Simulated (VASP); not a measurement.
VASP input:

### POSCAR
```
Au
1
    0.0000000000     2.0808000000     2.0808000000
    2.0808000000     0.0000000000     2.0808000000
    2.0808000000     2.0808000000     0.0000000000
Au
1
Direct
  0.0000000000   0.0000000000   0.0000000000
```

### INCAR
```
SYSTEM = Au
PREC = Accurate
ENCUT = 400
EDIFF = 1E-6
NELM = 100
ALGO = Normal
LREAL = .FALSE.
LASPH = .TRUE.
ISMEAR = 1
SIGMA = 0.1
GGA = PE
LMAXMIX = 6
LWAVE = .FALSE.
LCHARG = .FALSE.
ISIF = 2
AMIX = 0.05
BMIX = 0.0001
IMIX = 1
```

**KPOINTS**
```
Automatic
0
G
14 14 14
0 0 0
```

POTCAR, in this order: Au (PBE.64 set). Program: vasp_std.

Task: Write an equivalent input for Quantum ESPRESSO's pw.x.

Result: One equivalent input (not run):
```
&CONTROL
  calculation = 'scf'
  pseudo_dir = './pseudo'
  outdir = './out'
  tprnfor = .true.
  tstress = .true.
/
&SYSTEM
  ibrav = 0
  nat = 1
  ntyp = 1
  ecutwfc = 76
  occupations = 'smearing'
  smearing = 'methfessel-paxton'
  degauss = 0.00735
  input_dft = 'pbe'
/
&ELECTRONS
  conv_thr = 7.3e-08
  electron_maxstep = 100
/
ATOMIC_SPECIES
  Au 196.967 Au.upf
CELL_PARAMETERS angstrom
     0.0000000    2.0808000    2.0808000
     2.0808000    0.0000000    2.0808000
     2.0808000    2.0808000    0.0000000
ATOMIC_POSITIONS crystal
  Au   0.0000000  0.0000000  0.0000000
K_POINTS automatic
  14 14 14 0 0 0
```
What does not carry over: the potentials are each code's own (VASP's PAW set, PseudoDojo norm-conserving files in pw.x), so ENCUT and ecutwfc are chosen apart and not converted; conv_thr bounds pw.x's estimated SCF error, while EDIFF bounds the energy change between steps.

The compound is Au in the fcc structure. The cell was not relaxed at this level. The run is one of a series of settings (AMIX = 0.05, BMIX = 0.0001, IMIX = 1 against the base run), some of them coarse on purpose.
